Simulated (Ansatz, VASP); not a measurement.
# Cross-check of Bi2Se3 (Paraguanajuatite) between VASP and Ansatz

Aim: how closely do two programs agree when they are given the same cell, functional and k mesh? The cell is taken from a series of VASP runs on this material, whose earlier steps may have relaxed, scaled or displaced it; both programs get it as it stands.

Method: plane waves, with VASP 6.6.1 beside it; single point at r2SCAN and band structure at r2SCAN, in Ansatz 0.2.0.

## Step 1: Starting point

The structure is trigonal, space group R-3m (No. 166). Conventional cell: a = 4.163 Å, b = 4.163 Å, c = 29.948 Å, α = 90.00°, β = 90.00°, γ = 120.00°. Bi has 6 Se at 2.86 to 3.09 Å nearest. Nearest to Se lie 6 Bi at 3.09 Å. Se has 3 Bi at 2.86 Å nearest. Farther neighbours and most contacts between anions are not listed.

## Step 2: Ansatz: single point, r2SCAN

Ansatz runs on its default PAW (the set named soft_2) files.

A single point gives forces, pressure and levels at one fixed geometry, so differences don't come from the geometry; what else differs is listed under the comparison.

Contents of input.yaml:

```yaml
crystal:
  lattice:
    - [2.0815535032, 1.2017854754, 9.9825010735]
    - [-2.0815535032, 1.2017854754, 9.9825010735]
    - [0.0, -2.4035709509, 9.9825010735]
  atoms:
    - { symbol: Bi, position: [0.3981265378, 0.3981265378, 0.3981265378] }
    - { symbol: Bi, position: [0.6018734622, 0.6018734622, 0.6018734622] }
    - { symbol: Se, position: [0.0, 0.0, 0.0] }
    - { symbol: Se, position: [0.216731419, 0.216731419, 0.216731419] }
    - { symbol: Se, position: [0.783268581, 0.783268581, 0.783268581] }
hamiltonian:
  xc: r2scan
  pseudopotentials: { kind: paw }
kpoints:
  mp_grid: { grid: [6, 6, 6] }
scf:
  occupations: { method: gaussian, width: 0.05 }
  n_extra_bands: 5
output:
  forces: true
  stress: true
  eigenvalues: true
```

On the command line:

```console
> ansatz run input.yaml --threads 2 --pin off --max-ram 4608MiB --backend cpu --events-out ev --progress --plain --runs-dir out
```

Numbers of over 12 decimals in the logs are rounded to 6 here.

The log of the run:

```text
basis.fft_grid_basis auto: the FFT boxes are laid along the combinations [[1, 0, -1], [0, 1, -1], [0, 0, 1]] of the cell's own vectors, 4.163, 4.163 and 10.268 Å long. The dense box has 32×32×75 points. Along the cell's own vectors, as sized, it would have 75×75×75, 5.49 times as many. Of the 12 symmetry operations that the crystal satisfies within crystal.symmetry.tolerance (time reversal apart; of a slab, those tha [...]
scf.n_extra_bands = 5 over 39 filled bands (N_el = 78.0): the run solves 44 bands
Engine: ansatz 0.2.0, aarch64-unknown-linux-gnu
Pseudopotentials: kind: paw
Pseudopotential: Bi, paw, valence charge 15, recommended cutoff 500 eV (meta_gga), Bi.paw.azcp
Pseudopotential: Se, paw, valence charge 16, recommended cutoff 500 eV (meta_gga), Se.paw.azcp
Functional definition: r2SCAN
  parameter k0 = 0.174
  parameter k1 = 0.065
  parameter a1 = 4.9479
  exchange = r2scan_x(k0 = k0, k1 = k1, a1 = a1)
  correlation = r2scan_c
Crystal: 5 atoms, lattice volume = 149.832 Å³
Basis set: ecut = 500 eV, 3835 PW (Γ), FFT grids on a1−a3, a2−a3, a3, exchange–correlation on 128×128×300 points (64 copies of the dense FFT grid, shifted against one another)
Bands: 44, of which v1, the nominal top of the filled ones, is band 39 counted from 1 (38 counted from 0)
Symmetry: 12 space group operations
Space group: R-3m (ITA 166), of the structure as read, at distance tolerance 5.3e-5 Å
k-points: 32 of 216
Non-local potential: Bi, projectors of the file, l = 0: 2, l = 1: 2, l = 2: 2, l = 3: 2
Non-local potential: Se, projectors of the file, l = 0: 2, l = 1: 2, l = 2: 3, l = 3: 1
PAW form: soft (Blöchl's): semilocal exchange-correlation on the pseudo side does not see the compensation charge
PAW frozen core: Bi, regenerated for the run's functional (the file was generated under x = pbe(κ = 0.804, μ = 0.219515), c = pbe(β = 0.066725))
PAW frozen core: Se, regenerated for the run's functional (the file was generated under x = pbe(κ = 0.804, μ = 0.219515), c = pbe(β = 0.066725))
PAW one-centre angular grid: Bi, 590 points (default); XC on 160 Gauss nodes
PAW one-centre angular grid: Se, 590 points (default); XC on 160 Gauss nodes
Initial density: superposition of atomic densities (neutral atoms: chi_scale 0, normalization atom), corrected by the library's trained network
Initial wavefunctions: pseudopotential atomic-orbital guess
Functional: x = r2scan, c = r2scan; τ floored in thin density (d = 2e-4 eV/Å³)
SCF iter   1: F=—  HF=-41258.639753 eV  |F-HF|=—  |Δ(HF+E_count)|=         —  Δρ=4.56e-3  dr2=6.85e-2  dr2_τ=1.22e-2  ethr=1.77e-3  ⟨swp⟩=7.2  Hψ=5566  notcnv=0
preconditioner: auto → Resta (q_TF=auto, 2.447 Å⁻¹)  ε∞=4.3  [insulator: Δε(μ)=0.818 eV  Ē_g=8.781 eV  σ=0.050 eV  W_gap=1.00  n_scr=42 (ndim 8)  ℏωp=16.1 eV  f_vac=0.069  D(μ)=0.00/eV (n_scr^D=0)  ε∞_Penn≈4.3]
SCF iter   2: F=—  HF=-41258.644492 eV  |F-HF|=—  |Δ(HF+E_count)|=   4.74e-3  Δρ=2.24e-3  dr2=9.15e-3  dr2_τ=5.64e-4  ethr=8.79e-5  ⟨swp⟩=2.7  Hψ=2768  notcnv=0  defer=32
SCF iter   3: F=—  HF=-41258.644728 eV  |F-HF|=—  |Δ(HF+E_count)|=   2.36e-4  Δρ=1.05e-3  dr2=2.50e-3  dr2_τ=6.32e-5  ethr=1.17e-5  ⟨swp⟩=2.7  Hψ=2399  notcnv=0  defer=32
SCF iter   4: F=—  HF=-41258.644888 eV  |F-HF|=—  |Δ(HF+E_count)|=   1.61e-4  Δρ=3.16e-4  dr2=1.93e-4  dr2_τ=5.84e-6  ethr=3.20e-6  ⟨swp⟩=2.0  Hψ=1666  notcnv=0  defer=32
SCF iter   5: F=—  HF=-41258.644931 eV  |F-HF|=—  |Δ(HF+E_count)|=   4.24e-5  Δρ=1.32e-4  dr2=2.42e-5  dr2_τ=7.07e-7  ethr=2.47e-7  ⟨swp⟩=2.0  Hψ=2304  notcnv=0  defer=32
SCF iter   6: F=—  HF=-41258.644954 eV  |F-HF|=—  |Δ(HF+E_count)|=   2.37e-5  Δρ=2.72e-5  dr2=1.68e-6  dr2_τ=2.92e-8  ethr=3.10e-8  ⟨swp⟩=2.0  Hψ=2301  notcnv=0  defer=32
SCF iter   7: F=-41258.644955 eV  HF=-41258.644955 eV  |F-HF|=7.35e-9  |Δ(HF+E_count)|=   8.30e-7  Δρ=7.13e-6  dr2=8.42e-8  dr2_τ=3.67e-9  ethr=1.28e-10  ⟨swp⟩=9.1  Hψ=6902  notcnv=0
SCF 1 converged in 7 iterations: F = -41258.644955 eV  dr2 = 8.42e-8
  greatest PAW one-centre occupation: 1.000 electrons in one spin orbital (limit 2), on the Se atom at site 4 (counted from 0), in its partial waves of l = 2
SCF converged after 7 iterations
Free energy (F): -41258.644955 eV
Harris-Foulkes:  -41258.644955 eV  (|F-HF|=7.35e-9)
Internal energy: -41258.644955 eV  (E = F + TS)
E sigma→0 (E₀):  -41258.644955 eV
Fermi energy:    8.232408 eV
--- Per-component energies (eV) ---
  E_band       = -1459.109442
  E_kinetic    = 954.490155
  E_local      = -10879.164494  (includes V_loc(G=0)·N_el)
  E_nonlocal   = -659.157815
  E_hartree    = 4844.328234
  E_xc         = -577.434636
  E_vxc        = -630.855341  (∫ρ·V_xc dr)
  E_paw        = -27151.334449  (= ΣΔE_a)
  E_vpaw       = 29.818097  (= ΣTr[D̂ρ^β])
  E_aug_tail   = -0.001136  (compensation charges beyond the density's cutoff)
  E_vtau       = 37.104088  (kinetic-family band-sum trace: ∫τ·v_τ [+ j·A + Jᵃ·Aᵃ] dr)
  E_ewald      = -7786.827598
  E_core_change = -3.543216  (= ΣΔE_core)
  E_smearing   = -0.000000  (= −TS)
  E_closure    = 0.000000  (closes the sum)
  Σ components = -41258.644955   (vs F -41258.644955, Δ=0.00e0)
--- Forces (eV/Å), atoms counted from 1 ---
  atom   1  Bi     0.00000000    -0.00000000     0.00933017
  atom   2  Bi    -0.00000000     0.00000000    -0.00933017
  atom   3  Se     0.00000000     0.00000000     0.00000000
  atom   4  Se     0.00000000    -0.00000000     0.02279740
  atom   5  Se    -0.00000000     0.00000000    -0.02279740
  max |Σ_I F_I| component: 6.94e-18 eV/Å
--- Stress (GPa, compression-positive) ---
        0.011736       0.000000      -0.000000
        0.000000       0.011736      -0.000000
       -0.000000      -0.000000       0.055642
  P = ⅓ Tr σ = 0.0264 GPa (0.264 kbar)
--- Band table (eV; the first three rows and the last of 32) ---
  k-point 0: bands = [... 35 lower, 6.2426, 6.7756, 6.7756, 7.8480, 8.6168, 9.7423, 9.7423, 10.4244, ... 1 higher]
  k-point 1: bands = [... 35 lower, 6.7028, 6.7510, 7.0349, 7.3361, 9.5588, 10.1062, 10.2770, 10.5329, ... 1 higher]
  k-point 2: bands = [... 35 lower, 5.8055, 6.5709, 6.7400, 7.3996, 9.3730, 10.4432, 10.6939, 11.3419, ... 1 higher]
  k-point 31: bands = [... 35 lower, 6.6855, 6.6908, 6.6908, 7.5468, 8.7961, 9.8985, 9.8985, 10.3851, ... 1 higher]
```

The job ended after 26 s (2 threads of Arm Neoverse N1, shared host; peak memory 0.82 GiB; 52 s of CPU time).

In the SCF lines HF is the Harris–Foulkes energy and dr2 the Hartree energy of the density residual, in eV; the loop may stop once dr2 is under the threshold and the program's other checks hold. Hψ counts applications of the Hamiltonian.

The run ends at a pressure of 0.03 GPa, with forces up to 0.023 eV/Å.

## Step 3: VASP: single point, r2SCAN

The same cell, functional, mesh and smearing now go to VASP, with its own data sets and cutoff.

Lines of VASP's logs that name or quote its potential files are left out, and so is its time.

Contents of INCAR:

```
SYSTEM = Bi2Se3
PREC = Accurate
ENCUT = 400
EDIFF = 1E-06
NELM = 100
ISMEAR = 0
SIGMA = 0.05
LREAL = .FALSE.
ALGO = Normal
METAGGA = R2SCAN
LASPH = .TRUE.
NBANDS = 30
LORBIT = 11
LWAVE = .FALSE.
LCHARG = .TRUE.
ISIF = 2
LELF = .TRUE.
LVHAR = .TRUE.
```

Contents of POSCAR:

```
Bi2Se3
1.0
    2.0815535032      1.2017854754      9.9825010735
   -2.0815535032      1.2017854754      9.9825010735
    0.0000000000     -2.4035709509      9.9825010735
Bi Se
2 3
Direct
    0.3981265378      0.3981265378      0.3981265378
    0.6018734622      0.6018734622      0.6018734622
    0.0000000000      0.0000000000      0.0000000000
    0.2167314190      0.2167314190      0.2167314190
    0.7832685810      0.7832685810      0.7832685810
```

Contents of KPOINTS:

```
Automatic mesh
0
Gamma
6 6 6
0 0 0
```

The projector-augmented-wave data sets are Bi_d and Se (PBE family, release 64).

On the command line:

```console
> mpirun -np 4 vasp_std
```

The log of the run:

```text
[banner, memory and clock lines left out]
running    4 mpi-ranks, on    1 nodes
 distrk:  each k-point on    4 cores,    1 groups
 distr:  one band on    1 cores,    4 groups

 POSCAR found type information on POSCAR BiSe
 POSCAR found :  2 types and       5 ions
|                                                                             |
|               ----> ADVICE to this user running VASP <----                  |
|                                                                             |
|     You enforced a specific xc type in the INCAR file but a different       |
|     [... a line on the potential file left out ...]
|     I HOPE YOU KNOW WHAT YOU ARE DOING!                                     |
|                                                                             |

 LDA part: xc-table for (None), standard interpolation
|                                                                             |
|           W    W    AA    RRRRR   N    N  II  N    N   GGGG   !!!           |
|           W    W   A  A   R    R  NN   N  II  NN   N  G    G  !!!           |
|           W    W  A    A  R    R  N N  N  II  N N  N  G       !!!           |
|           W WW W  AAAAAA  RRRRR   N  N N  II  N  N N  G  GGG   !            |
|           WW  WW  A    A  R   R   N   NN  II  N   NN  G    G                |
|           W    W  A    A  R    R  N    N  II  N    N   GGGG   !!!           |
|                                                                             |
|     The number of bands has been changed from the values supplied in        |
|     The orbitals not found in the WAVECAR file will be initialized with     |
|     random numbers, which is usually adequate. For correlated               |
|     calculations, however, you should redo the groundstate calculation.     |
|     I found NBANDS = 30. Now, NBANDS = 32.                                  |
|                                                                             |

 POSCAR, INCAR and KPOINTS ok, starting setup
 FFT: planning ... GRIDC
 FFT: planning ... GRID_SOFT
 FFT: planning ... GRID
 WAVECAR not read
 entering main loop
       N       E                     dE             d eps       ncg     rms          rms(c)
DAV:   1     0.284530951495E+03    0.28453E+03   -0.20234E+04  2048   0.131E+03
DAV:   2    -0.125202992876E+03   -0.40973E+03   -0.39075E+03  2216   0.371E+02
DAV:   3    -0.171343890566E+03   -0.46141E+02   -0.44473E+02  2712   0.140E+02
DAV:   4    -0.173081042225E+03   -0.17372E+01   -0.17333E+01  2360   0.300E+01
DAV:   5    -0.173131138544E+03   -0.50096E-01   -0.50092E-01  2848   0.480E+00    0.536E+00
DAV:   6    -0.161984965944E+03    0.11146E+02   -0.36433E+00  2616   0.216E+01    0.404E+00
DAV:   7    -0.162029028031E+03   -0.44062E-01   -0.49650E-01  2336   0.356E+00    0.199E+00
DAV:   8    -0.162060749835E+03   -0.31722E-01   -0.75789E-02  2408   0.213E+00    0.683E-01
DAV:   9    -0.162066369227E+03   -0.56194E-02   -0.72453E-03  2824   0.700E-01    0.210E-01
DAV:  10    -0.162066395165E+03   -0.25937E-04   -0.15502E-03  2344   0.303E-01    0.924E-02
DAV:  11    -0.162066740566E+03   -0.34540E-03   -0.42151E-04  2208   0.119E-01    0.507E-02
DAV:  12    -0.162066782613E+03   -0.42046E-04   -0.63034E-05  2976   0.473E-02    0.185E-02
DAV:  13    -0.162066786015E+03   -0.34022E-05   -0.12554E-05  2280   0.350E-02    0.324E-03
DAV:  14    -0.162066786123E+03   -0.10827E-06   -0.65371E-07  1336   0.724E-03
   1 F= -.16206679E+03 E0= -.16206679E+03  d E =-.753221E-18
```

From OUTCAR (step 3):

```text
ion  position               nearest neighbor table
   1  0.398  0.398  0.398-   5 2.86   5 2.86   5 2.86   3 3.09   3 3.09   3 3.09
   2  0.602  0.602  0.602-   4 2.86   4 2.86   4 2.86   3 3.09   3 3.09   3 3.09
   3  0.000  0.000  0.000-   2 3.09   2 3.09   1 3.09   1 3.09   2 3.09   1 3.09
   4  0.217  0.217  0.217-   2 2.86   2 2.86   2 2.86
   5  0.783  0.783  0.783-   1 2.86   1 2.86   1 2.86

  LATTYP: Found a trigonal (rhomboedric) cell.
 ALAT       =    10.2677885154
 COS(alpha) =     0.9178038791

 Subroutine GETGRP returns: Found 12 space group operations
 (whereof 12 operations were pure point group operations)

The static configuration has the point symmetry D_3d.

 Found     32 irreducible k-points:

   k-points           NKPTS =     32   k-points in BZ     NKDIM =     32   number of bands    NBANDS=     32

   dimension x,y,z NGX =    70 NGY =   70 NGZ =   70
   dimension x,y,z NGXF=   140 NGYF=  140 NGZF=  140

   ENCUT  =  400.0 eV  29.40 Ry    5.42 a.u.  16.74 16.74 16.74*2*pi/ulx,y,z

   NELECT =      48.0000    total number of electrons

 k-points in reciprocal lattice and weights: Automatic mesh
   0.00000000  0.00000000  0.00000000       0.005
   0.16666667 -0.00000000  0.00000000       0.028
   0.33333333 -0.00000000  0.00000000       0.028
   0.50000000 -0.00000000  0.00000000       0.014
   0.16666667  0.16666667  0.00000000       0.028
   0.33333333  0.16666667  0.00000000       0.056
   0.50000000  0.16666667  0.00000000       0.056
  -0.33333333  0.16666667 -0.00000000       0.056
  -0.16666667  0.16666667  0.00000000       0.028
[...]
-0.33333333  0.50000000  0.33333333       0.028
   0.50000000  0.50000000  0.50000000       0.005

 average (electrostatic) potential at core
       1-113.7136       2-113.7136       3 -57.9580       4 -58.0962       5 -58.0962

 E-fermi :   4.2327

 k-point     1 :       0.0000    0.0000    0.0000
  band No.  band energies     occupation
    ...
     20       2.3438      2.00000
     21       2.3438      2.00000
     22       2.8793      2.00000
     23       2.8793      2.00000
     24       3.9464      2.00000
     25       4.7119      0.00000
     26       5.8422      0.00000
     27       5.8422      0.00000
     28       6.5249      0.00000
     29       7.0303      0.00000
    ...

 k-point     2 :       0.1667   -0.0000    0.0000
  band No.  band energies     occupation
    ...
     20       2.1398      2.00000
     21       2.8061      2.00000
     22       2.8554      2.00000
     23       3.1354      2.00000
     24       3.4374      2.00000
     25       5.6534      0.00000
     26       6.2030      0.00000
     27       6.3769      0.00000
     28       6.6309      0.00000
     29       7.2386      0.00000
    ...

 k-point     3 :       0.3333   -0.0000    0.0000
  band No.  band energies     occupation
    ...
     20       1.4916      2.00000
     21       1.9076      2.00000
     22       2.6758      2.00000
     23       2.8439      2.00000
     24       3.4984      2.00000
     25       5.4691      0.00000
     26       6.5442      0.00000
     27       6.7897      0.00000
     28       7.4411      0.00000
     29       8.0679      0.00000
    ...

  Total       -0.0185549     -0.0185549      0.0200894      0.0000000     -0.0000000      0.0000000
  in kB       -0.1984107     -0.1984107      0.2148188      0.0000000     -0.0000000      0.0000000
  external PRESSURE =      -0.0606676 kB  Pullay stress =       0.0000000 kB

  energy-cutoff  :      400.00
  volume of cell :      149.83
      direct lattice vectors                 reciprocal lattice vectors
     2.081553503  1.201785475  9.982501073     0.240205212  0.138682544  0.033391765
    -2.081553503  1.201785475  9.982501073    -0.240205212  0.138682544  0.033391765
     0.000000000 -2.403570951  9.982501073     0.000000000 -0.277365087  0.033391765

 POSITION                                       TOTAL-FORCE (eV/Angst)
 -----------------------------------------------------------------------------------
      0.00000     -0.00000     11.92290         0.000000      0.000000     -0.002967
      0.00000     -0.00000     18.02461         0.000000     -0.000000      0.002967
      0.00000      0.00000      0.00000        -0.000000      0.000000      0.000000
      0.00000     -0.00000      6.49056         0.000000     -0.000000      0.008566
      0.00000     -0.00000     23.45694         0.000000      0.000000     -0.008566
 -----------------------------------------------------------------------------------
    total drift:                               -0.000000     -0.000000      0.000000

  FREE ENERGIE OF THE ION-ELECTRON SYSTEM (eV)
  ---------------------------------------------------
  free  energy   TOTEN  =      -162.0667861232 eV

  energy  without entropy=     -162.0667861232  energy(sigma->0) =     -162.06678612

 total charge
# of ion       s       p       d       tot
------------------------------------------
    1        1.594   1.029   9.954  12.577
    2        1.594   1.029   9.954  12.577
    3        1.465   2.381   0.020   3.865
    4        1.482   2.318   0.020   3.821
    5        1.482   2.318   0.020   3.821
--------------------------------------------------
tot          7.617   9.075  19.968  36.660

[... 3 further parts left out ...]
```

The run ends at a pressure of -0.01 GPa, with forces up to 0.0086 eV/Å.

## Step 4: Comparison

Known differences besides the potentials themselves: VASP keeps PBE cores, Ansatz makes them for the functional; the data sets hold 78 valence electrons in Ansatz (default PAW (the set named soft_2) files) and 48 in VASP; the cutoff is 500 eV in Ansatz and 400 eV in VASP. Total energies have different zeros and are not compared.

Compared:

| quantity | Ansatz | VASP | difference |
| --- | --- | --- | --- |
| pressure (GPa) | 0.03 | -0.01 | +0.03 |
| gap on the k mesh (eV) | 0.769 | 0.765 | +0.003 |

At this near-relaxed geometry the largest component of a force difference is 14 meV/Å. A gap on the mesh is an upper bound, since the band edges may lie between its points; neither run holds spin-orbit coupling, which can move the band edges of a compound of Bi. Ansatz's pressure holds a Pulay correction of 0.01 GPa; VASP's holds none.

(Continued in part 2 of 2.)

[Lines on the potential files, build, host, timing and source positions are cut from VASP's logs without a mark.]

[Logs are printed without paths, hosts, clocks, repeated set-up lines and the standing remarks that a program may print on its own settings, such as how far it seeks lower states.]

[Hosts, paths, dates, database ids (printed as entryN), source tags and the programs' standing remarks are cut or masked in the printed files.]
